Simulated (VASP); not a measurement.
VASP ran on this input.

POSCAR:
```
CuZn
1.0
  2.8463761627   0.0000000000   0.0000000000
  0.0000000000   2.8463761627   0.0000000000
  0.0000000000   0.0000000000   2.8463761627
Zn Cu
1 1
Direct
  0.5000000000   0.5000000000   0.5000000000
  0.0000000000   0.0000000000   0.0000000000
```

KPOINTS:
```
Automatic mesh
0
Gamma
13 13 13
0 0 0
```

**INCAR**
```
ALGO=Normal
EDIFF=1E-6
EDIFFG=-0.02
ENCUT=500
IBRION=2
ISIF=3
ISMEAR=1
LASPH=.TRUE.
LCHARG=.FALSE.
LMAXMIX=4
LREAL=.FALSE.
LWAVE=.FALSE.
NELM=100
NSW=40
PREC=Accurate
PSTRESS=50
SIGMA=0.1
SYSTEM=CuZn
```

POTCAR, in this order: Zn Cu (LDA.64 set). Program: vasp_std.

Task: Translate this LDA calculation to Quantum ESPRESSO's pw.x.

Result: One equivalent input (not run):
```
&CONTROL
  calculation = 'vc-relax'
  pseudo_dir = './pseudo'
  outdir = './out'
  tprnfor = .true.
  tstress = .true.
  nstep = 40
  forc_conv_thr = 0.00078
/
&SYSTEM
  ibrav = 0
  nat = 2
  ntyp = 2
  ecutwfc = 92
  occupations = 'smearing'
  smearing = 'methfessel-paxton'
  degauss = 0.00735
  input_dft = 'pz'
/
&ELECTRONS
  conv_thr = 7.3e-08
  electron_maxstep = 100
/
&IONS
/
&CELL
  press = 50
/
ATOMIC_SPECIES
  Zn 65.380 Zn.upf
  Cu 63.546 Cu.upf
CELL_PARAMETERS angstrom
     2.8463762    0.0000000    0.0000000
     0.0000000    2.8463762    0.0000000
     0.0000000    0.0000000    2.8463762
ATOMIC_POSITIONS crystal
  Zn   0.5000000  0.5000000  0.5000000
  Cu   0.0000000  0.0000000  0.0000000
K_POINTS automatic
  13 13 13 0 0 0
```
The two are equivalent in intent, not identical: the potentials are each code's own (VASP's PAW set, PseudoDojo norm-conserving files in pw.x), so ENCUT and ecutwfc are chosen apart and not converted; conv_thr bounds pw.x's estimated SCF error, while EDIFF bounds the energy change between steps; forc_conv_thr acts on force components and is met together with etot_conv_thr.

The compound is CuZn in the CsCl type structure. It was relaxed first under an external pressure of 5 GPa.
